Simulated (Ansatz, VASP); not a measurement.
**RbIr3 in VASP and in Ansatz**

```
Rb Ir
1.0
     4.15504    0.00000    0.00000
     0.00000    4.15504    0.00000
     0.00000    0.00000    4.15504
Rb Ir
1 3
Direct
  0.50000 0.50000 0.50000
  0.50000 0.00000 0.00000
  0.00000 0.50000 0.00000
  0.00000 0.00000 0.50000
```

Alike in both runs: functional PBE; k mesh 12 × 12 × 12; occupations gaussian, width 0.1 eV; no spin polarisation.

Ansatz relaxed the structure, and its values are those at the end. VASP's run is a single point on that final structure, the one shown.

|  | VASP | Ansatz |
| --- | --- | --- |
| version | VASP 6.6.1 | Ansatz 0.2.0 |
| potentials or method | VASP PAW PBE potentials, release 64 (Rb_sv, Ir) | scalar-relativistic, plane waves, PAW |
| plane-wave cutoff (eV) | 520 | 420 |
| valence electrons in the cell | 36 | 60 |

```csv
,VASP,Ansatz,Ansatz less VASP
gap on the k mesh at the Fermi level (eV),none,none,-
pressure (GPa),0.7,0.0,-0.66
```

A gap of «none» marks a metal or a gap that the smearing closes. The two sets of potentials don't hold the same shells in valence.

The runs have no spin-orbit coupling, so splittings on Ir are missing.
